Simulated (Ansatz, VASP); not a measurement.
## One calculation of InAgS, two programs

```
In Ag S
1.0
     4.30680    0.00000    0.00000
     0.00000    4.30680    0.00000
     0.00000    0.00000    4.69681
In Ag S
1 1 1
Direct
  0.00000 0.00000 0.00000
  0.50000 0.50000 0.50000
  0.50000 0.50000 0.00000
```

Alike in both runs: task relaxation of cell and atoms; functional PBE; k mesh 12 × 12 × 10; occupations gaussian, width 0.1 eV; no spin polarisation.

|  | VASP | Ansatz |
| --- | --- | --- |
| version | VASP 6.6.1 | Ansatz 0.2.0 |
| potentials or method | VASP PAW PBE potentials, release 64 (In_d, Ag, S) | scalar-relativistic, plane waves, PAW |
| plane-wave cutoff (eV) | 600 | 420 |
| valence electrons in the cell | 30 | 38 |

|  | VASP | Ansatz | Ansatz less VASP |
| --- | --- | --- | --- |
| gap on the k mesh at the Fermi level, each at its own relaxed structure (eV) | none | none | - |
| relaxed volume (Å³/atom) | 29.89 | 29.92 | +0.023 |
| relaxed cell length with the largest relative difference (Å) | 4.698 | 4.701 | +0.0033 |
| energy change over the relaxation (meV/atom) | -1 | -1 | -0.1 |

A gap of «none» marks a metal or a gap that the smearing closes. The two sets of potentials don't hold the same shells in valence.
